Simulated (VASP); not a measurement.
Band gaps of ZnCdSe2 (space group P3m1) from VASP (PAW), without and with spin-orbit coupling. Semilocal levels are at their own relaxed cell, hybrids and mBJ at PBE's; 0.00 means no gap at that level.

The cell of the PBEsol run:

```
CELL_PARAMETERS angstrom
      4.12422     0.00000     0.00000
     -2.06211     3.57168     0.00000
      0.00000     0.00000     6.82785
ATOMIC_POSITIONS crystal
  Zn 0.00000 0.00000 0.00133
  Cd 0.66667 0.33333 0.49317
  Se 0.66667 0.33333 0.10893
  Se 0.00000 0.00000 0.64458
```

```csv
level,gap without SOC (eV),gap with SOC (eV),shift (eV)
PBEsol,0.65,?,?
```

Question: Fill in the missing entries.

Answer: 
- PBEsol, gap with SOC (eV): 0.53
- PBEsol, shift (eV): -0.12

Only levels that ran to the end are used. Left out are those held back, those with too coarse a band path, GW runs whose mesh misses a band edge, hybrids' fits of cells that aren't cubic and levels without matching references; a question may draw on a part of the rest.

The structure comes from a computed database's ZnCdSe2 entry (P3m1); how it stands against other phases isn't given here. It was relaxed first, which changed the volume by -6 %. Symmetry was kept, so distortions that lower it aren't found.
